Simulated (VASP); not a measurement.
Output of a VASP run:

### OSZICAR
```
       N       E                     dE             d eps       ncg     rms          rms(c)
DAV:   1     0.316285669009E+03    0.31629E+03   -0.16891E+04  5634   0.162E+03
DAV:   2    -0.911841399390E+01   -0.32540E+03   -0.32243E+03  6139   0.456E+02
DAV:   3    -0.172109552725E+02   -0.80925E+01   -0.79391E+01  6700   0.825E+01
DAV:   4    -0.172876493095E+02   -0.76694E-01   -0.76115E-01  6280   0.790E+00
DAV:   5    -0.172883214043E+02   -0.67209E-03   -0.66676E-03  6149   0.694E-01    0.243E+01
DAV:   6    -0.159883851541E+02    0.12999E+01   -0.31763E+00  5983   0.176E+01    0.758E+00
DAV:   7    -0.158377670716E+02    0.15062E+00   -0.57656E-01  6340   0.678E+00    0.927E-01
DAV:   8    -0.158277181200E+02    0.10049E-01   -0.11640E-02  5791   0.117E+00    0.181E-01
DAV:   9    -0.158278618022E+02   -0.14368E-03   -0.32052E-04  6662   0.156E-01    0.205E-02
DAV:  10    -0.158278560760E+02    0.57262E-05   -0.15288E-05  5939   0.346E-02    0.115E-02
DAV:  11    -0.158278591696E+02   -0.30937E-05   -0.11150E-06  5920   0.105E-02    0.929E-04
DAV:  12    -0.158278580531E+02    0.11165E-05   -0.42423E-08  2939   0.164E-03    0.311E-04
DAV:  13    -0.158278577139E+02    0.33922E-06   -0.10445E-08  2850   0.748E-04    0.138E-04
DAV:  14    -0.158278577468E+02   -0.32940E-07   -0.16829E-09  2839   0.333E-04
   1 F= -.15827858E+02 E0= -.15827858E+02  d E =0.000000E+00
```

**OUTCAR**
```
------------------------ aborting loop because EDIFF is reached ----------------------------------------
  FORCE on cell =-STRESS in cart. coord.  units (eV):
  Direction    XX          YY          ZZ          XY          YZ          ZX
  --------------------------------------------------------------------------------------
  Total        0.0529358      0.0529358      0.0416144      0.0000000      0.0000000     -0.0000000
  in kB        2.9834818      2.9834828      2.3454030      0.0000000      0.0000000     -0.0000000
  external PRESSURE =       2.7707892 kB  Pullay stress =       0.0000000 kB
  volume of cell :       28.43
      direct lattice vectors                 reciprocal lattice vectors
     1.368729288 -2.370709062  0.000000000     0.365302331 -0.210907364  0.000000000
     1.368729288  2.370709062  0.000000000     0.365302331  0.210907364  0.000000000
     0.000000000  0.000000000  4.380366637     0.000000000  0.000000000  0.228291393
 POSITION                                       TOTAL-FORCE (eV/Angst)
 -----------------------------------------------------------------------------------
      1.36873      0.79024      1.09509         0.000000      0.000000      0.000000
      1.36873     -0.79024      3.28527        -0.000000     -0.000000      0.000000
 -----------------------------------------------------------------------------------
    total drift:                               -0.000000      0.000615     -0.000043
  FREE ENERGIE OF THE ION-ELECTRON SYSTEM (eV)
  ---------------------------------------------------
  free  energy   TOTEN  =       -15.8278577468 eV

  energy  without entropy=      -15.8278577468  energy(sigma->0) =      -15.82785775

 total charge

# of ion       s       p       d       tot
------------------------------------------
    1        0.481   6.497   5.149  12.127
    2        0.481   6.497   5.149  12.127
--------------------------------------------------
tot          0.962  12.994  10.299  24.254
```
(Selected blocks of OUTCAR.)

File POSCAR:
```
Tc
1
    1.3687292882    -2.3707090616     0.0000000000
    1.3687292882     2.3707090616    -0.0000000000
    0.0000000000     0.0000000000     4.3803666370
Tc
2
Direct
  0.3333330000   0.6666670000   0.2500000000
  0.6666670000   0.3333330000   0.7500000000
```

Task: Reconstruct the remaining input files.

Result: This is not unique; one that fits is the input of the run itself, rev-vdW-DF2, plane waves, VASP's PBE PAW potentials (set 64).

INCAR:
```
# general
SYSTEM   = Tc
PREC     = Accurate
ENCUT    = 520
LREAL    = .FALSE.
LASPH    = .TRUE.

# electronic loop
EDIFF    = 1E-7
NELM     = 100
ALGO     = Normal
LMAXMIX  = 4

# smearing
ISMEAR   = -5

# functional
GGA      = MK
LUSE_VDW = .TRUE.
AGGAC    = 0.0
PARAM1   = 0.1234568
PARAM2   = 0.7114
ZAB_VDW  = -1.8867

# ions
ISIF     = 2

# output
LWAVE    = .FALSE.
LCHARG   = .TRUE.
LORBIT   = 11
NEDOS    = 601
```

### KPOINTS
```
Automatic
0
G
17 17 9
```

POTCAR, in this order: Tc_pv (PBE.64 set). Program: vasp_std.

For a metal the tetrahedron method with Blöchl corrections gives inexact stress and forces.

The compound is Tc in the hcp structure. It was relaxed first.
